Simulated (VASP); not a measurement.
VASP ran on this input.

**INCAR**
```
ISMEAR = 1   ! Methfessel-Paxton
LMAXMIX = 4   ! l cut-off of mixed one-centre charges
GGA = PS
LCHARG = F
NSW = 60   ! most ionic steps
ISIF = 3   ! ions, shape and volume
EDIFFG = -0.02   ! ionic stop
PREC = Accurate
NELM = 100
ENCUT = 400   ! plane-wave cut-off (eV)
LREAL = F   ! projection in real space or not
EDIFF = 1E-6   ! SCF stop (eV)
IBRION = 2
SIGMA = 0.1   ! width (eV)
LWAVE = F
ALGO = Normal   ! blocked Davidson
LASPH = T   ! aspherical one-centre terms
SYSTEM = Ag
```

File POSCAR:
```
Ag
1
    2.8556625206     0.0000000000     0.0000000000
   -1.4278312603     2.4730761390    -0.0000000000
    0.0000000000     0.0000000000     9.3970508487
Ag
4
Direct
  1.0000000000   1.0000000000   1.0000000000
  1.0000000000   1.0000000000   0.5000000000
  0.3333330000   0.6666670000   0.2500000000
  0.6666670000   0.3333330000   0.7500000000
```

KPOINTS:
```
Automatic mesh
0
Gamma
11 11 3
```

POTCAR, in this order: Ag (PBE.64 set). Program: vasp_std.

Task: Translate this PBEsol calculation to Ansatz.

Result: One equivalent input (not run):
Ansatz 0.2 input:
```yaml
crystal:
  lattice:
    - [2.8556625, 0.0000000, 0.0000000]
    - [-1.4278313, 2.4730761, 0.0000000]
    - [0.0000000, 0.0000000, 9.3970508]
  atoms:
    - { symbol: Ag, position: [1.0000000, 1.0000000, 1.0000000] }
    - { symbol: Ag, position: [1.0000000, 1.0000000, 0.5000000] }
    - { symbol: Ag, position: [0.3333330, 0.6666670, 0.2500000] }
    - { symbol: Ag, position: [0.6666670, 0.3333330, 0.7500000] }
kpoints:
  mp_grid: { grid: [11, 11, 3] }
hamiltonian:
  xc: pbesol
  pseudopotentials: { kind: paw }
scf:
  occupations: { method: methfessel_paxton, width: 0.1 }
  max_iter: 100
relax:
  max_steps: 60
  f_tol: 0.02
  cell: {}
output: { forces: true, stress: true, eigenvalues: true }
```
The two are equivalent in intent, not identical: each code has its own PAW files, so the cut-off isn't converted (ENCUT is set for VASP's; basis.ecutwfc is left out, and Ansatz then takes the one that its files recommend); Ansatz stops its SCF on the density residual and VASP on the energy change (EDIFF).

The structure was generated: Ag was put into the dhcp type (P6_3/mmc), which need not be its known phase. This run relaxes it. Symmetry was kept, so distortions that lower it aren't found. The start is the result of an earlier pass.
